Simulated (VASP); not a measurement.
# SiMo3 under strain, part 3 of 4

Aim: follow the pressure of SiMo3 through compression, expansion and shear. All runs use PBEsol. Left out of this account: 1 further run (self-consistent run: a reference on another mesh). The start is a cell from a database of measured crystal structures.

VASP 6.6.1; PBEsol; plane waves and PAW (Si, Mo_sv).

Still holding for the runs below: Spin-orbit coupling is off here; it would split degenerate levels.

So far, pressure (GPa): step 2 (bands, cell as listed) -4.52; step 3 (cell volume +4.0 %) -13.5; step 4 (cell volume +8.0 %) -20.7.

**5. Bands, sheared, principal strains -1.8, +0.3, +1.6 %**

The cell is sheared at fixed volume, which lowers its symmetry.

Input file INCAR:

```
SYSTEM = SiMo3
PREC = Accurate
ENCUT = 400
EDIFF = 1E-06
NELM = 100
ISMEAR = -1
SIGMA = 0.05
LREAL = .FALSE.
ALGO = Normal
GGA = PS
NBANDS = 69
LASPH = .TRUE.
LORBIT = 11
LWAVE = .FALSE.
LCHARG = .FALSE.
KPAR = 8
```

Input file POSCAR:

```
SiMo3
1.0
    4.9040280000      0.0775800000      0.0110770000
    0.0775800000      4.8695200000     -0.0249150000
    0.0110770000     -0.0249150000      4.8949040000
Si Mo
2 6
Direct
    0.0000000000      0.0000000000      0.0000000000
    0.5000000000      0.5000000000      0.5000000000
    0.2500000000      0.0000000000      0.5000000000
    0.5000000000      0.7500000000      0.0000000000
    0.7500000000      0.0000000000      0.5000000000
    0.5000000000      0.2500000000      0.0000000000
    0.0000000000      0.5000000000      0.7500000000
    0.0000000000      0.5000000000      0.2500000000
```

Input file KPOINTS:

```
Automatic mesh
0
Gamma
6 6 6
0 0 0
```

Input file KPOINTS_OPT:

```
Line mode
12
Line-mode
Reciprocal
 -0.50000000   0.00000000   0.00000000 X
  0.00000000   0.00000000   0.00000000 GAMMA

  0.00000000   0.00000000   0.00000000 GAMMA
  0.00000000   0.00000000  -0.50000000 Y

 -0.50000000   0.00000000  -0.50000000 L
  0.00000000   0.00000000   0.00000000 GAMMA

  0.00000000   0.00000000   0.00000000 GAMMA
  0.00000000  -0.50000000   0.50000000 Z

 -0.50000000  -0.50000000   0.50000000 N
  0.00000000   0.00000000   0.00000000 GAMMA

  0.00000000   0.00000000   0.00000000 GAMMA
  0.00000000  -0.50000000   0.00000000 M

 -0.50000000  -0.50000000   0.00000000 R
  0.00000000   0.00000000   0.00000000 GAMMA
```

The projector-augmented-wave data sets are Si and Mo_sv (PBE family, release 64).

Run with:

```
> mpirun -np 8 vasp_std
```

The program printed:

```text
[... set-up lines as in an earlier step ...]
 entering main loop
       N       E                     dE             d eps       ncg     rms          rms(c)
DAV:   1     0.949951826139E+03    0.94995E+03   -0.47092E+04 15712   0.112E+03
DAV:   2    -0.577657063352E+02   -0.10077E+04   -0.96897E+03 16925   0.408E+02
DAV:   3    -0.892989567835E+02   -0.31533E+02   -0.30667E+02 18112   0.732E+01
DAV:   4    -0.896274633194E+02   -0.32851E+00   -0.32739E+00 17300   0.718E+00
DAV:   5    -0.896305342785E+02   -0.30710E-02   -0.30701E-02 17393   0.693E-01    0.457E+01
DAV:   6    -0.854536213790E+02    0.41769E+01   -0.93052E+00 16421   0.143E+01    0.127E+01
DAV:   7    -0.850907920136E+02    0.36283E+00   -0.72137E-01 18002   0.333E+00    0.342E+00
DAV:   8    -0.850332080597E+02    0.57584E-01   -0.77358E-02 16512   0.116E+00    0.778E-01
DAV:   9    -0.850315100337E+02    0.16980E-02   -0.20532E-02 16953   0.103E+00    0.584E-01
DAV:  10    -0.850279848479E+02    0.35252E-02   -0.53116E-03 17169   0.533E-01    0.262E-01
DAV:  11    -0.850279346667E+02    0.50181E-04   -0.66185E-04 16986   0.141E-01    0.892E-02
DAV:  12    -0.850279435387E+02   -0.88720E-05   -0.34917E-05 17374   0.439E-02    0.383E-02
DAV:  13    -0.850279353195E+02    0.82192E-05   -0.25848E-05 16830   0.401E-02    0.179E-02
DAV:  14    -0.850279324031E+02    0.29164E-05   -0.41123E-06 14767   0.140E-02    0.185E-03
DAV:  15    -0.850279323925E+02    0.10599E-07   -0.22190E-07  8983   0.228E-03
   1 F= -.85027932E+02 E0= -.85010863E+02  d E =-.341381E-01
 Start KPOINTS_OPT (optional k-point list driver)
k-point batch [1-84\84]
       N       E                     dE             ncg
DAV:   1     0.103739716827E+05   -0.84643E+05    11728
DAV:   2    -0.751342642119E+05   -0.85508E+05    12702
DAV:   3    -0.777401360306E+05   -0.26059E+04    13331
DAV:   4    -0.777662695516E+05   -0.26134E+02    13060
DAV:   5    -0.777665558292E+05   -0.28628E+00    13070
DAV:   6    -0.777665630765E+05   -0.72473E-02    13479
DAV:   7    -0.777665632542E+05   -0.17779E-03    11562
DAV:   8    -0.777665632598E+05   -0.55785E-05     8991
DAV:   9    -0.777665632602E+05   -0.35635E-06     7683
```

Wall time 43 s (8 MPI ranks of Intel Xeon 6975P-C (Granite Rapids), shared host); peak memory 6.1 GiB.

OUTCAR, selected parts (step 5):

```text
   k-points           NKPTS =    112   k-points in BZ     NKDIM =    112   number of bands    NBANDS=     69

   ENCUT  =  400.0 eV  29.40 Ry    5.42 a.u.   8.00  7.94  7.98*2*pi/ulx,y,z

   NELECT =      92.0000    total number of electrons

 E-fermi :  12.6555

 k-point     1 :       0.0000    0.0000    0.0000
  band No.  band energies     occupation
    ...
     40      10.4036      2.00000
     41      10.4652      2.00000
     42      10.5225      2.00000
     43      11.0616      2.00000
     44      11.0958      2.00000
     45      13.7838      0.00000
     46      13.8853      0.00000
     47      13.9875      0.00000
     48      14.6779      0.00000
     49      15.0064      0.00000
    ...

  Total       -3.9082878     -2.0895427     -3.5385472     -2.6885434      0.8737459     -0.3940558
  in kB      -53.5842320    -28.6484887    -48.5149358    -36.8610352     11.9794150     -5.4026672
  external PRESSURE =     -43.5825522 kB  Pullay stress =       0.0000000 kB

 POSITION                                       TOTAL-FORCE (eV/Angst)
 -----------------------------------------------------------------------------------
      0.00000      0.00000      0.00000         0.000000      0.000000     -0.000000
      2.49634      2.46109      2.44053         0.000000      0.000000     -0.000000
      1.23155      0.00694      2.45022         0.013540     -0.051291      0.009859
      2.51020      3.69093     -0.01315        -0.054296      0.002857     -0.017968
      3.68356      0.04573      2.45576        -0.013540      0.051291     -0.009859
      2.47141      1.25617     -0.00069         0.054296     -0.002857      0.017968
      0.04710      2.41607      3.65872         0.009763      0.016851      0.010833
      0.04156      2.42853      1.21127        -0.009763     -0.016851     -0.010833
 -----------------------------------------------------------------------------------
    total drift:                                0.000000     -0.000000     -0.000000

  FREE ENERGIE OF THE ION-ELECTRON SYSTEM (eV)
  ---------------------------------------------------
  free  energy   TOTEN  =       -85.0279323925 eV

  energy  without entropy=      -84.9937942896  energy(sigma->0) =      -85.01086334

[... 1 part as in an earlier step ...]

[... 14 further parts left out ...]
```

The path and its labels are those of the sheared lattice, so a letter need not mean the same point as in the unstrained cell.

This step gave:

```yaml
scf_cycles: 15
irreducible_k_points: 112
symmetry_operations: 2
free_energy_toten: -85.0279 eV
energy_at_zero_smearing: -85.0109 eV
fermi_energy: 12.66 eV
pressure: -4.358 GPa
```

The electronic bands at the labelled points (eV, zero at the Fermi level; # counts the bands kept, so #1 is VASP's band 25):

```tsv
point	#17	#18	#19	#20	#21	#22	#23	#24
X	-2.48	-2.44	-1.73	-1.72	0.22	0.24	0.93	0.93
0.45 of the way	-2.01	-2.00	-1.45	-1.29	0.08	0.90	0.96	1.69
Γ	-2.19	-2.13	-1.59	-1.56	1.13	1.23	1.33	2.02
0.45 of the way	-1.99	-1.94	-1.47	-1.34	0.42	0.88	1.06	1.75
Y	-2.44	-2.41	-1.74	-1.71	0.22	0.26	0.89	0.91
jump to L	-1.27	-1.26	-1.12	-0.93	-0.89	-0.74	-0.65	-0.50
0.55 of the way	-1.99	-1.91	-1.49	-1.26	-0.12	0.50	0.86	1.15
Γ	-2.19	-2.13	-1.59	-1.56	1.13	1.23	1.33	2.02
0.55 of the way	-1.97	-1.82	-1.62	-1.26	-0.42	0.20	0.65	0.80
Z	-1.26	-1.25	-1.14	-0.91	-0.87	-0.80	-0.67	-0.52
jump to N	-1.77	-1.76	-1.26	-1.25	-1.22	-1.19	-1.16	-1.15
0.45 of the way	-2.14	-1.93	-1.74	-1.62	-0.79	-0.72	0.66	0.71
Γ	-2.19	-2.13	-1.59	-1.56	1.13	1.23	1.33	2.02
0.45 of the way	-1.98	-1.94	-1.45	-1.36	0.44	0.95	0.97	1.78
M	-2.47	-2.46	-1.70	-1.69	0.23	0.24	0.91	0.91
jump to R	-1.28	-1.23	-1.14	-0.95	-0.82	-0.80	-0.70	-0.51
0.55 of the way	-1.96	-1.87	-1.56	-1.31	-0.17	0.49	0.89	1.11
Γ	-2.19	-2.13	-1.59	-1.56	1.13	1.23	1.33	2.02
```

Of the projections kept (Si, Mo), the largest for each band there; the rest of the weight can lie on other orbitals:

```tsv
point	#17	#18	#19	#20	#21	#22	#23	#24
X	Mo 1.00	Mo 0.99	Mo 0.98	Mo 0.98	Mo 0.98	Mo 0.99	Mo 1.00	Mo 1.00
Γ	Mo 1.00	Mo 1.00	Mo 1.00	Mo 1.00	Mo 1.00	Mo 1.00	Mo 1.00	Mo 0.53
Y	Mo 0.98	Mo 0.99	Mo 0.98	Mo 0.98	Mo 0.98	Mo 0.99	Mo 1.00	Mo 1.00
L	Mo 1.00	Mo 1.00	Mo 1.00	Mo 1.00	Mo 1.00	Mo 0.82	Mo 1.00	Mo 0.90
Γ	Mo 1.00	Mo 1.00	Mo 1.00	Mo 1.00	Mo 1.00	Mo 1.00	Mo 1.00	Mo 0.53
Z	Mo 1.00	Mo 1.00	Mo 1.00	Mo 1.00	Mo 1.00	Mo 0.82	Mo 1.00	Mo 0.90
```

Force by atom:

```tsv
atom	x (eV/Å)	y (eV/Å)	z (eV/Å)	size
Si1	0.0000	0.0000	0.0000	0.0000
Si2	0.0000	0.0000	0.0000	0.0000
Mo3	0.0135	-0.0513	0.0099	0.0540
Mo4	-0.0543	0.0029	-0.0180	0.0573
Mo5	-0.0135	0.0513	-0.0099	0.0540
Mo6	0.0543	-0.0029	0.0180	0.0573
Mo7	0.0098	0.0169	0.0108	0.0223
Mo8	-0.0098	-0.0169	-0.0108	0.0223
```

 The pressure is -4.36 GPa, and the symmetry operations fall from 48 to 2.

**6. Bands, volume times 0.96**

The cell is compressed evenly, with fractional positions held.

INCAR is that of step 5.

POSCAR: that of step 5 with these lines changed.

```diff
@@ -2,5 +2,5 @@
 1.0
-    4.9040280000      0.0775800000      0.0110770000
-    0.0775800000      4.8695200000     -0.0249150000
-    0.0110770000     -0.0249150000      4.8949040000
+    4.8229243326      0.0000000000      0.0000000000
+    0.0000000000      4.8229243326      0.0000000000
+    0.0000000000      0.0000000000      4.8229243326
 Si Mo
```

KPOINTS is that of step 5.

Input file KPOINTS_OPT:

```
Line mode
12
Line-mode
Reciprocal
  0.00000000   0.00000000   0.00000000 GAMMA
  0.00000000   0.50000000   0.00000000 X

  0.00000000   0.50000000   0.00000000 X
  0.50000000   0.50000000   0.00000000 M

  0.50000000   0.50000000   0.00000000 M
  0.00000000   0.00000000   0.00000000 GAMMA

  0.00000000   0.00000000   0.00000000 GAMMA
  0.50000000   0.50000000   0.50000000 R

  0.50000000   0.50000000   0.50000000 R
  0.00000000   0.50000000   0.00000000 X

  0.50000000   0.50000000   0.00000000 M
  0.50000000   0.50000000   0.50000000 R
```

Run with:

```
> mpirun -np 8 vasp_std
```

The program printed:

```text
[... set-up lines as in an earlier step ...]
 entering main loop
       N       E                     dE             d eps       ncg     rms          rms(c)
DAV:   1     0.960077446543E+03    0.96008E+03   -0.46823E+04  2776   0.113E+03
DAV:   2    -0.574573713856E+02   -0.10175E+04   -0.97884E+03  3033   0.413E+02
DAV:   3    -0.891448556990E+02   -0.31687E+02   -0.30825E+02  3202   0.741E+01
DAV:   4    -0.894573272545E+02   -0.31247E+00   -0.31148E+00  3094   0.714E+00
DAV:   5    -0.894602140175E+02   -0.28868E-02   -0.28861E-02  3159   0.676E-01    0.503E+01
DAV:   6    -0.854562516015E+02    0.40040E+01   -0.86203E+00  2954   0.140E+01    0.150E+01
DAV:   7    -0.850898098259E+02    0.36644E+00   -0.74362E-01  3163   0.347E+00    0.377E+00
DAV:   8    -0.850334974077E+02    0.56312E-01   -0.61882E-02  2855   0.865E-01    0.637E-01
DAV:   9    -0.850317751281E+02    0.17223E-02   -0.40682E-03  3027   0.260E-01    0.302E-01
DAV:  10    -0.850316119594E+02    0.16317E-03   -0.44387E-04  3066   0.118E-01    0.114E-01
DAV:  11    -0.850316249479E+02   -0.12988E-04   -0.94822E-06  3046   0.152E-02    0.244E-02
DAV:  12    -0.850316220986E+02    0.28493E-05   -0.47739E-06  2957   0.107E-02    0.143E-03
DAV:  13    -0.850316218612E+02    0.23738E-06   -0.68820E-08  1645   0.116E-03
   1 F= -.85031622E+02 E0= -.85018475E+02  d E =-.262942E-01
 Start KPOINTS_OPT (optional k-point list driver)
k-point batch [1-20\72]
       N       E                     dE             ncg
DAV:   1     0.238656024131E+04   -0.20898E+05     2792
DAV:   2    -0.181684623760E+05   -0.20555E+05     3017
DAV:   3    -0.187959436423E+05   -0.62748E+03     3170
DAV:   4    -0.188017932139E+05   -0.58496E+01     3091
DAV:   5    -0.188018556531E+05   -0.62439E-01     3047
DAV:   6    -0.188018570397E+05   -0.13866E-02     3166
DAV:   7    -0.188018570832E+05   -0.43496E-04     2611
DAV:   8    -0.188018570853E+05   -0.21159E-05     2166
DAV:   9    -0.188018570855E+05   -0.11938E-06     1734
[...]
k-point batch [61-72\72]
       N       E                     dE             ncg
DAV:   1     0.170368334553E+05   -0.27470E+05     1688
DAV:   2     0.476628897806E+04   -0.12271E+05     1828
DAV:   3     0.439052401906E+04   -0.37576E+03     1870
DAV:   4     0.438731386687E+04   -0.32102E+01     1832
DAV:   5     0.438728436955E+04   -0.29497E-01     1837
DAV:   6     0.438728387847E+04   -0.49107E-03     1864
DAV:   7     0.438728386806E+04   -0.10413E-04     1613
DAV:   8     0.438728386783E+04   -0.23233E-06     1216
```

Elapsed: 19 s, on 8 MPI ranks; peak memory 2.3 GiB.

Parts of OUTCAR (step 6):

```text
   ENCUT  =  400.0 eV  29.40 Ry    5.42 a.u.   7.86  7.86  7.86*2*pi/ulx,y,z

   NELECT =      92.0000    total number of electrons

 E-fermi :  13.3151

 k-point     1 :       0.0000    0.0000    0.0000
  band No.  band energies     occupation
    ...
     40      11.0018      2.00000
     41      11.0018      2.00000
     42      11.0018      2.00000
     43      11.6499      2.00000
     44      11.6499      2.00000
     45      14.6214      0.00000
     46      14.6214      0.00000
     47      14.6214      0.00000
     48      15.5713      0.00000
     49      15.8260      0.00000
    ...

  Total        4.6658268      4.6658268      4.6658268      0.0000000      0.0000000     -0.0000000
  in kB       66.6358361     66.6358361     66.6358361      0.0000000      0.0000000     -0.0000000
  external PRESSURE =      66.6358361 kB  Pullay stress =       0.0000000 kB

 POSITION                                       TOTAL-FORCE (eV/Angst)
 -----------------------------------------------------------------------------------
      0.00000      0.00000      0.00000         0.000000     -0.000000     -0.000000
      2.41146      2.41146      2.41146         0.000000     -0.000000     -0.000000
      1.20573      0.00000      2.41146         0.000000      0.000000      0.000000
      2.41146      3.61719      0.00000         0.000000     -0.000000      0.000000
      3.61719      0.00000      2.41146        -0.000000     -0.000000     -0.000000
      2.41146      1.20573      0.00000        -0.000000      0.000000     -0.000000
      0.00000      2.41146      3.61719         0.000000      0.000000      0.000000
      0.00000      2.41146      1.20573        -0.000000     -0.000000     -0.000000
 -----------------------------------------------------------------------------------
    total drift:                                0.000000     -0.000000     -0.000000

  FREE ENERGIE OF THE ION-ELECTRON SYSTEM (eV)
  ---------------------------------------------------
  free  energy   TOTEN  =       -85.0316218612 eV

  energy  without entropy=      -85.0053276218  energy(sigma->0) =      -85.01847474

[... 5 parts as in an earlier step ...]

[... 11 further parts left out ...]
```

Numbers from this step:

| Quantity | Value |
| --- | --- |
| SCF cycles | 13 |
| irreducible k-points | 20 |
| symmetry operations | 48 |
| free energy (TOTEN) | -85.0316 eV |
| energy at zero smearing | -85.0185 eV |
| Fermi energy | 13.32 eV |
| pressure | 6.664 GPa |

The electronic bands at the labelled points (eV, zero at the Fermi level; # counts the bands kept, so #1 is VASP's band 25):

```tsv
point	#19	#20	#21	#22	#23	#24	#25	#26
Γ	-1.67	-1.67	1.31	1.31	1.31	2.26	2.51	2.51
0.55 of the way	-1.52	-1.38	0.11	0.95	0.95	1.78	1.96	2.13
X	-1.77	-1.77	0.29	0.29	0.95	0.95	1.58	1.58
0.55 of the way	-1.71	-1.42	-0.20	-0.17	0.14	0.22	0.31	0.59
M	-1.23	-0.90	-0.90	-0.78	-0.77	-0.58	-0.09	0.28
0.55 of the way	-1.57	-1.31	-0.12	0.50	0.90	1.21	1.74	1.90
Γ	-1.67	-1.67	1.31	1.31	1.31	2.26	2.51	2.51
0.55 of the way	-1.79	-1.79	-0.79	-0.79	0.69	0.69	1.24	1.52
R	-1.22	-1.22	-1.22	-1.22	-1.22	-1.22	1.32	1.32
0.45 of the way	-1.61	-1.61	-0.99	-0.99	-0.20	-0.20	1.15	1.15
X	-1.77	-1.77	0.29	0.29	0.95	0.95	1.58	1.58
jump to M	-1.23	-0.90	-0.90	-0.78	-0.77	-0.58	-0.09	0.28
0.45 of the way	-1.44	-1.34	-0.99	-0.99	-0.83	-0.48	0.48	0.67
R	-1.22	-1.22	-1.22	-1.22	-1.22	-1.22	1.32	1.32
```

Of the projections kept (Si, Mo), the largest for each band there; the rest of the weight can lie on other orbitals:

```tsv
point	#19	#20	#21	#22	#23	#24	#25	#26
Γ	Mo 1.00	Mo 1.00	Mo 1.00	Mo 1.00	Mo 1.00	Mo 0.52	Mo 1.00	Mo 1.00
X	Mo 0.98	Mo 0.98	Mo 0.98	Mo 0.98	Mo 1.00	Mo 1.00	Mo 1.00	Mo 1.00
M	Mo 1.00	Mo 1.00	Mo 1.00	Mo 0.82	Mo 1.00	Mo 0.90	Mo 1.00	Mo 0.99
Γ	Mo 1.00	Mo 1.00	Mo 1.00	Mo 1.00	Mo 1.00	Mo 0.52	Mo 1.00	Mo 1.00
R	Mo 0.97	Mo 0.97	Mo 0.97	Mo 0.97	Mo 0.97	Mo 0.97	Mo 0.99	Mo 0.99
X	Mo 0.98	Mo 0.98	Mo 0.98	Mo 0.98	Mo 1.00	Mo 1.00	Mo 1.00	Mo 1.00
```

 The pressure is 6.66 GPa.

For the pressure, step 2 gave -4.52 GPa; this run, with cell volume -4.0 %, gives 6.66 GPa.

[end of part 3 of 4]

[Lines on the potential files, build, host, timing and source positions are cut from VASP's logs without a mark.]

[Logs are printed without paths, hosts, clocks, repeated set-up lines and the standing remarks that a program may print on its own settings, such as how far it seeks lower states.]

[Hosts, paths, dates, database ids (printed as entryN), source tags and the programs' standing remarks are cut or masked in the printed files.]

[A measured line is paired with the nearest computed mode of its activity, which favours agreement.]
